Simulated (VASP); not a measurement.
Method: PW91 GGA, VASP's PBE PAW potentials (set 64) (plane waves; VASP 6.6.1).

The input files of a VASP run:

POSCAR:
```
CdTe
1.0
  0.0000000000   3.3104650325   3.3104650325
  3.3104650325   0.0000000000   3.3104650325
  3.3104650325   3.3104650325   0.0000000000
Cd Te
1 1
Cart
  0.0000000000   0.0000000000   0.0000000000
  1.6552325162   1.6552325162   1.6552325162
```

### KPOINTS
```
K-points
0
Gamma
 6 6 6
```

INCAR:
```
LREAL = .FALSE.   ! projection in real space or not
EDIFF = 1E-6   ! SCF stop (eV)
LCHARG = .FALSE.
LWAVE = .FALSE.
ENCUT = 520   ! plane-wave cut-off (eV)
IBRION = 2
ALGO = Normal
NELM = 100   ! most electronic steps
ISIF = 3
NSW = 60
LMAXMIX = 4   ! l cut-off of mixed one-centre charges
PREC = Accurate
ISMEAR = 0
LASPH = .TRUE.   ! aspherical one-centre terms
SIGMA = 0.05   ! width (eV)
EDIFFG = -0.01   ! ionic stop
SYSTEM = CdTe
GGA = 91   ! PW91
```

POTCAR, in this order: Cd Te (PBE.64 set). Program: vasp_std.

Output of the run:

File OSZICAR:
```
       N       E                     dE             d eps       ncg     rms          rms(c)
DAV:   1     0.102192516100E+03    0.10219E+03   -0.82959E+03   416   0.119E+03
DAV:   2    -0.926181420170E+00   -0.10312E+03   -0.98074E+02   461   0.273E+02
DAV:   3    -0.506592573264E+01   -0.41397E+01   -0.41318E+01   501   0.575E+01
DAV:   4    -0.510543591586E+01   -0.39510E-01   -0.39505E-01   561   0.502E+00
DAV:   5    -0.510556874557E+01   -0.13283E-03   -0.13283E-03   506   0.274E-01    0.496E+00
DAV:   6    -0.486994623806E+01    0.23562E+00   -0.52225E-01   466   0.934E+00    0.413E+00
DAV:   7    -0.485515670781E+01    0.14790E-01   -0.11167E-01   461   0.246E+00    0.174E+00
DAV:   8    -0.485560463405E+01   -0.44793E-03   -0.98676E-03   426   0.137E+00    0.456E-01
DAV:   9    -0.485588484468E+01   -0.28021E-03   -0.96215E-04   476   0.352E-01    0.115E-01
DAV:  10    -0.485596028755E+01   -0.75443E-04   -0.13134E-04   449   0.111E-01    0.627E-02
DAV:  11    -0.485600906342E+01   -0.48776E-04   -0.92388E-05   434   0.640E-02    0.326E-02
DAV:  12    -0.485600732934E+01    0.17341E-05   -0.51005E-06   496   0.190E-02    0.168E-02
DAV:  13    -0.485600739612E+01   -0.66784E-07   -0.74864E-07   313   0.504E-03
   1 F= -.48560074E+01 E0= -.48560074E+01  d E =-.485601E+01
```

OUTCAR:
```
------------------------ aborting loop because EDIFF is reached ----------------------------------------
  FORCE on cell =-STRESS in cart. coord.  units (eV):
  Direction    XX          YY          ZZ          XY          YZ          ZX
  --------------------------------------------------------------------------------------
  Total        0.0057545      0.0057545      0.0057545     -0.0000000     -0.0000000      0.0000000
  in kB        0.1270631      0.1270631      0.1270631     -0.0000000     -0.0000000      0.0000000
  external PRESSURE =       0.1270631 kB  Pullay stress =       0.0000000 kB
  volume of cell :       72.56
      direct lattice vectors                 reciprocal lattice vectors
     0.000000000  3.310465032  3.310465032    -0.151036182  0.151036182  0.151036182
     3.310465032  0.000000000  3.310465032     0.151036182 -0.151036182  0.151036182
     3.310465032  3.310465032  0.000000000     0.151036182  0.151036182 -0.151036182
  FREE ENERGIE OF THE ION-ELECTRON SYSTEM (eV)
  ---------------------------------------------------
  free  energy   TOTEN  =        -4.8560073961 eV

  energy  without entropy=       -4.8560073961  energy(sigma->0) =       -4.85600740

 reached required accuracy - stopping structural energy minimisation
```
(Selected blocks of OUTCAR.)

The compound is CdTe in the zinc blende structure. It was relaxed first, which changed the volume by +7 %. The start is the result of an earlier pass.
